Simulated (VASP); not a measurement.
Here is the system:

```
MgTe
1.0
    0.00000     3.25378     3.25378
    3.25378     0.00000     3.25378
    3.25378     3.25378     0.00000
Mg Te
1 1
Direct
  0.00000   0.00000   0.00000
  0.25000   0.25000   0.25000
```

Computed with PBE GGA, VASP's PBE PAW potentials (set 64) (plane waves; VASP 6.6.1). Settings: 400 eV cut-off, 7×7×7 Γ-centred mesh, Gaussian smearing of 0.010 eV, potentials Mg Te.

The dielectric response may not be converged in the k-mesh; for small gaps it tends to come out too large.

Q: The job: MgTe (zinc blende), 2 atoms, PBE, DFPT for ε, Born charges and Γ modes, 400 eV, 7×7×7 Γ-centred mesh. Roughly how much core time does it take on a busy server core?

A: About 5 core-minutes (one run on a shared machine, a rough figure). It had 20 irreducible k-points, 8 bands, up to 1267 plane waves and 136 electronic steps.

The compound is MgTe in the zinc blende structure, whereas wurtzite is the usual form. It was relaxed first.
